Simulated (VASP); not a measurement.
Crystal: MgO.

```
CELL_PARAMETERS angstrom
0.00000 2.12205 2.12205
2.12205 0.00000 2.12205
2.12205 2.12205 0.00000
ATOMIC_POSITIONS crystal
Mg 0.00000 0.00000 0.00000
O 0.50000 0.50000 0.50000
```

The cell is a database's computed one.

Base run:

| Quantity | Value |
| --- | --- |
| Program | VASP 6.6.1 |
| Functional | HSE06 |
| Potentials or basis | VASP PAW PBE potentials, release 64 (Mg, O) |
| Cutoff | 450 eV |
| k mesh | 10 × 10 × 10 |
| Occupations | gaussian, width 0.02 eV |
| Spin | no spin polarisation |

Its results: band gap on the k mesh 6.22 eV, direct.

Q: After a change of settings the same cell gave: band gap on the k mesh 6.94 eV, direct. Which change was it?
A. functional from HSE06 to r2SCAN; k mesh from 10 × 10 × 10 to 14 × 14 × 14
B. functional from HSE06 to PBE0
C. functional from HSE06 to PBEsol; k mesh from 10 × 10 × 10 to 14 × 14 × 14

A: B.

Runs at the PBE level aren't shown here.
